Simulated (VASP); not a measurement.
**InGaP2: GW quasiparticle gap**

Wanted: how far GW moves the Kohn-Sham levels of InGaP2. The cell has space group R3m, a computed entry that need not be the common form of this compound. The start is a computed cell from the Materials Project.

Main program and level: VASP 6.6.1; LDA; plane waves and PAW (In_d, Ga_d, P), in the first sound run; inputs show where later runs differ.

**1. Starting point**

It takes space group R3m (No. 160, trigonal). Conventional cell: a = 4.055 Å, b = 4.055 Å, c = 19.903 Å, α = 90.00°, β = 90.00°, γ = 120.00°. Nearest to In lie 4 P at 2.52 to 2.58 Å. Ga has 4 P at 2.38 to 2.45 Å nearest. Nearest to P lie 1 Ga at 2.38 Å and 3 In at 2.52 Å. Nearest to P lie 3 Ga at 2.45 Å and 1 In at 2.58 Å. Farther neighbours are not listed.

As a file:

```
In Ga P
1.0
     2.02737    1.17050    6.63434
    -2.02737    1.17050    6.63434
     0.00000   -2.34101    6.63434
In Ga P
1 1 2
Direct
  0.50025 0.50025 0.50025
  0.00022 0.00022 0.00022
  0.11958 0.11958 0.11958
  0.62996 0.62996 0.62996
```

**2. Relaxation**

The atoms are relaxed first inside the given cell, which is kept (ISIF = 2), since band edges depend on the positions.

The input, INCAR:

```
SYSTEM = InGaP2
PREC = Accurate
ENCUT = 400
EDIFF = 1E-06
NELM = 100
ISMEAR = 0
SIGMA = 0.05
LREAL = .FALSE.
ALGO = Normal
GGA = CA
NBANDS = 24
LWAVE = .FALSE.
LCHARG = .FALSE.
KPAR = 8
IBRION = 2
NSW = 60
ISIF = 2
EDIFFG = -0.01
```

The input, POSCAR:

```
InGaP2
1.0
    2.0273717651      1.1705036343      6.6343427726
   -2.0273717651      1.1705036343      6.6343427726
    0.0000000000     -2.3410072687      6.6343427726
In Ga P
1 1 2
Direct
    0.5002470000      0.5002470000      0.5002470000
    0.0002190000      0.0002190000      0.0002190000
    0.1195750000      0.1195750000      0.1195750000
    0.6299580000      0.6299580000      0.6299580000
```

The input, KPOINTS:

```
Automatic mesh
0
Gamma
6 6 6
0 0 0
```

PAW data sets: In_d, Ga_d and P (PBE family, release 64).

Command:

```
mpirun -np 8 vasp_std
```

The program printed:

```text
[banner, memory and clock lines left out]
running    8 mpi-ranks, on    1 nodes
 distrk:  each k-point on    1 cores,    8 groups
 distr:  one band on    1 cores,    1 groups

 POSCAR found type information on POSCAR InGaP
 POSCAR found :  3 types and       4 ions
|                                                                             |
|           W    W    AA    RRRRR   N    N  II  N    N   GGGG   !!!           |
|           W    W   A  A   R    R  NN   N  II  NN   N  G    G  !!!           |
|           W    W  A    A  R    R  N N  N  II  N N  N  G       !!!           |
|           W WW W  AAAAAA  RRRRR   N  N N  II  N  N N  G  GGG   !            |
|           WW  WW  A    A  R   R   N   NN  II  N   NN  G    G                |
|           W    W  A    A  R    R  N    N  II  N    N   GGGG   !!!           |
|                                                                             |
|     For optimal performance we recommend to set                             |
|       NCORE = 2 up to number-of-cores-per-socket                            |
|     NCORE specifies how many cores store one orbital (NPAR=cpu/NCORE).      |
|     This setting can greatly improve the performance of VASP for DFT.       |
|     The default, NCORE=1 might be grossly inefficient on modern             |
|     multi-core architectures or massively parallel machines. Do your        |
|     Unfortunately you need to use the default for GW and RPA                |
|     calculations (for HF NCORE is supported but not extensively tested      |
|     yet).                                                                   |
|                                                                             |

|                                                                             |
|               ----> ADVICE to this user running VASP <----                  |
|                                                                             |
|     You enforced a specific xc type in the INCAR file but a different       |
|     [... a line on the potential file left out ...]
|     I HOPE YOU KNOW WHAT YOU ARE DOING!                                     |
|                                                                             |

 LDA part: xc-table for (Slater(with rela. corr.)+CA(PZ))
 , standard interpolation
 POSCAR, INCAR and KPOINTS ok, starting setup
 FFT: planning ... GRIDC
 FFT: planning ... GRID_SOFT
 FFT: planning ... GRID
 WAVECAR not read
 entering main loop
       N       E                     dE             d eps       ncg     rms          rms(c)
DAV:   1     0.236253379083E+03    0.23625E+03   -0.15192E+04  1560   0.162E+03
DAV:   2     0.360580374165E+01   -0.23265E+03   -0.22657E+03  1632   0.382E+02
DAV:   3    -0.199622674957E+02   -0.23568E+02   -0.23358E+02  1952   0.123E+02
DAV:   4    -0.207148506340E+02   -0.75258E+00   -0.75198E+00  1896   0.243E+01
DAV:   5    -0.207416044548E+02   -0.26754E-01   -0.26749E-01  2232   0.397E+00    0.650E+00
DAV:   6    -0.200518443108E+02    0.68976E+00   -0.14661E+00  2192   0.179E+01    0.352E+00
DAV:   7    -0.199880879187E+02    0.63756E-01   -0.48406E-01  2440   0.449E+00    0.124E+00
DAV:   8    -0.199785040036E+02    0.95839E-02   -0.55004E-02  2112   0.260E+00    0.688E-01
DAV:   9    -0.199769274434E+02    0.15766E-02   -0.64086E-03  2288   0.105E+00    0.191E-01
DAV:  10    -0.199769527137E+02   -0.25270E-04   -0.60548E-04  2072   0.231E-01    0.105E-01
DAV:  11    -0.199769643786E+02   -0.11665E-04   -0.15149E-04  2448   0.127E-01    0.301E-02
DAV:  12    -0.199769634979E+02    0.88070E-06   -0.13625E-05  1752   0.250E-02    0.193E-02
DAV:  13    -0.199769637252E+02   -0.22733E-06   -0.15092E-06  1448   0.107E-02
   1 F= -.19976964E+02 E0= -.19976964E+02  d E =-.199770E+02
 curvature:   0.00 expect dE= 0.000E+00 dE for cont linesearch  0.000E+00
 trial: gam= 0.00000 g(F)=  0.271E-03 g(S)=  0.000E+00 ort = 0.000E+00 (trialstep = 0.100E+01)
 search vector abs. value=  0.271E-03
 bond charge predicted
       N       E                     dE             d eps       ncg     rms          rms(c)
DAV:   1    -0.199770926780E+02   -0.12918E-03   -0.18901E-02  1552   0.763E-01    0.360E-02
DAV:   2    -0.199771535499E+02   -0.60872E-04   -0.66644E-04  2368   0.193E-01    0.995E-03
DAV:   3    -0.199771530409E+02    0.50897E-06   -0.15954E-05  1968   0.283E-02    0.725E-03
DAV:   4    -0.199771524120E+02    0.62888E-06   -0.19208E-06  1752   0.118E-02
   2 F= -.19977152E+02 E0= -.19977152E+02  d E =-.188687E-03
[...]
3 F= -.19977187E+02 E0= -.19977187E+02  d E =-.223389E-03
 curvature:  -0.82 expect dE=-0.103E-04 dE for cont linesearch -0.771E-08
 trial: gam= 0.05229 g(F)=  0.125E-04 g(S)=  0.000E+00 ort =-0.160E-05 (trialstep = 0.113E+01)
 search vector abs. value=  0.131E-04
 bond charge predicted
       N       E                     dE             d eps       ncg     rms          rms(c)
DAV:   1    -0.199771898337E+02   -0.24800E-05   -0.16679E-03  1624   0.188E-01    0.130E-02
DAV:   2    -0.199771947854E+02   -0.49517E-05   -0.55770E-05  2392   0.523E-02    0.291E-03
DAV:   3    -0.199771947368E+02    0.48506E-07   -0.12704E-06  1304   0.867E-03
   4 F= -.19977195E+02 E0= -.19977195E+02  d E =-.762215E-05
 trial-energy change:   -0.000008  1 .order   -0.000008   -0.000014   -0.000001
 step:   1.2251(harm=  1.2251)  dis= 0.00078  next Energy=   -19.977195 (dE=-0.764E-05)
 reached required accuracy - stopping structural energy minimisation
```

It took 71 s on 8 MPI ranks of AMD EPYC 7R43, shared host; peak memory 2.1 GiB; 8.9 min of CPU time.

The logs omit lines about the potential files and the build; timing stands in the text.

Parts of OUTCAR (step 2):

```text
ion  position               nearest neighbor table
   1  0.500  0.500  0.500-   3 2.52   3 2.52   3 2.52   4 2.58
   2  0.000  0.000  0.000-   3 2.38   4 2.45   4 2.45   4 2.45
   3  0.120  0.120  0.120-   2 2.38   1 2.52   1 2.52   1 2.52
   4  0.630  0.630  0.630-   2 2.45   2 2.45   2 2.45   1 2.58

  LATTYP: Found a trigonal (rhomboedric) cell.
 ALAT       =     7.0352554365
 COS(alpha) =     0.8339124639

 Subroutine GETGRP returns: Found  6 space group operations
 (whereof  6 operations were pure point group operations)

The static configuration has the point symmetry C_3v.

 Found     32 irreducible k-points:

   k-points           NKPTS =     32   k-points in BZ     NKDIM =     32   number of bands    NBANDS=     24

   dimension x,y,z NGX =    48 NGY =   48 NGZ =   48
   dimension x,y,z NGXF=    96 NGYF=   96 NGZF=   96

   ENCUT  =  400.0 eV  29.40 Ry    5.42 a.u.  11.47 11.47 11.47*2*pi/ulx,y,z

   NELECT =      36.0000    total number of electrons

 k-points in reciprocal lattice and weights: Automatic mesh
   0.00000000  0.00000000  0.00000000       0.005
   0.16666667  0.00000000 -0.00000000       0.028
   0.33333333  0.00000000  0.00000000       0.028
   0.50000000  0.00000000  0.00000000       0.014
   0.16666667  0.16666667 -0.00000000       0.028
   0.33333333  0.16666667  0.00000000       0.056
   0.50000000  0.16666667  0.00000000       0.056
  -0.33333333  0.16666667  0.00000000       0.056
  -0.16666667  0.16666667  0.00000000       0.028
[...]
-0.33333333  0.50000000  0.33333333       0.028
   0.50000000  0.50000000  0.50000000       0.005

 average (electrostatic) potential at core
       1 -96.0401       2 -65.1801       3 -83.2231       4 -83.5445

 E-fermi :   4.6044

 k-point     1 :       0.0000    0.0000    0.0000
  band No.  band energies     occupation
    ...
     14       3.2407      2.00000
     15       3.2407      2.00000
     16       4.2143      2.00000
     17       4.4096      2.00000
     18       4.4096      2.00000
     19       4.7947      0.00000
     20       5.8420      0.00000
     21       8.1298      0.00000
     22       8.1298      0.00000
     23       8.1982      0.00000
    ...

 k-point     2 :       0.1667    0.0000   -0.0000
  band No.  band energies     occupation
    ...
     14       1.6801      2.00000
     15       2.4719      2.00000
     16       2.9369      2.00000
     17       3.8270      2.00000
     18       3.8812      2.00000
     19       6.2507      0.00000
     20       6.9547      0.00000
     21       7.8040      0.00000
     22       8.6805      0.00000
     23       8.9125      0.00000
    ...

 k-point     3 :       0.3333    0.0000    0.0000
  band No.  band energies     occupation
    ...
     14       0.1787      2.00000
     15       0.7771      2.00000
     16       2.4715      2.00000
     17       2.6935      2.00000
     18       3.1040      2.00000
     19       6.4298      0.00000
     20       7.2329      0.00000
     21       7.9981      0.00000
     22       9.5464      0.00000
     23       9.7757      0.00000
    ...

  Total       -2.5117519     -2.5117519     -2.5438848      0.0000000      0.0000000     -0.0000000
  in kB      -42.6021980    -42.6021980    -43.1472094      0.0000000      0.0000000     -0.0000000
  external PRESSURE =     -42.7838685 kB  Pullay stress =       0.0000000 kB

  energy-cutoff  :      400.00
  volume of cell :       94.46
      direct lattice vectors                 reciprocal lattice vectors
     2.027371765  1.170503634  6.634342773     0.246624723  0.142388850  0.050243610
    -2.027371765  1.170503634  6.634342773    -0.246624723  0.142388850  0.050243610
     0.000000000 -2.341007269  6.634342773     0.000000000 -0.284777700  0.050243610

 POSITION                                       TOTAL-FORCE (eV/Angst)
 -----------------------------------------------------------------------------------
      0.00000     -0.00000      9.95662         0.000000      0.000000     -0.000736
      0.00000     -0.00000      0.00746         0.000000     -0.000000      0.000397
      0.00000     -0.00000      2.38165         0.000000     -0.000000      0.000913
      0.00000     -0.00000     12.53303         0.000000      0.000000     -0.000574
 -----------------------------------------------------------------------------------
    total drift:                               -0.000000     -0.000000      0.003597

  FREE ENERGIE OF THE ION-ELECTRON SYSTEM (eV)
  ---------------------------------------------------
  free  energy   TOTEN  =       -19.9771947368 eV

  energy  without entropy=      -19.9771947367  energy(sigma->0) =      -19.97719474

 reached required accuracy - stopping structural energy minimisation

[... 3 further parts left out ...]
```

CONTCAR:

```
InGaP2
   1.00000000000000
     2.0273717650999998    1.1705036342999999    6.6343427726000002
    -2.0273717650999998    1.1705036342999999    6.6343427726000002
     0.0000000000000000   -2.3410072686999999    6.6343427726000002
  In              Ga              P
     1     1     2
Direct
     0.5002564134538944    0.5002564134538944    0.5002564134538944
     0.0003747545466157    0.0003747545466157    0.0003747545466157
     0.1196629076547833    0.1196629076547833    0.1196629076547833
     0.6297049243447093    0.6297049243447093    0.6297049243447093
```

The PAW data sets were made with PBE, though LDA sets exist; this is a small mismatch. The run keeps the 6 symmetry operations of its start, so it cannot find a distortion of lower symmetry.

Relaxation path:

| step | energy less that of the first step (eV) | largest force (eV/Å) |
| --- | --- | --- |
| 1 | 0.0000 | 0.0616 |
| 2 | -0.0002 | 0.0241 |
| 3 | -0.0002 | 0.0125 |
| 4 | -0.0002 | 0.0009 |

The relaxed structure:

```xyz
4
Lattice="2.0274 1.1705 6.6343 -2.0274 1.1705 6.6343 0.0000 -2.3410 6.6343" Properties=species:S:1:pos:R:3 pbc="T T T"
In    0.0000    0.0000    9.9566
Ga    0.0000    0.0000    0.0075
P     0.0000    0.0000    2.3817
P     0.0000    0.0000   12.5330
```

This step gave:

| Quantity | Value |
| --- | --- |
| free energy (TOTEN) | -19.98 eV |
| Fermi energy | 4.604 eV |
| pressure | -4.278 GPa |

At LDA, with these data sets, the largest force is down to 9.1e-4 eV/Å.

(Continued in part 2 of 4.)

[Lines on the potential files, build, host, timing and source positions are cut from VASP's logs without a mark.]

[Logs are printed without paths, hosts, clocks, repeated set-up lines and the standing remarks that a program may print on its own settings, such as how far it seeks lower states.]

[Hosts, paths, dates, database ids (printed as entryN), source tags and the programs' standing remarks are cut or masked in the printed files.]

[Pressures printed for these runs are not shown converged in the cutoff: they can be off by several GPa and have the wrong sign.]

[In band tables of VASP the shares of atoms and orbitals are scaled to a sum of 1 inside the atoms' spheres.]
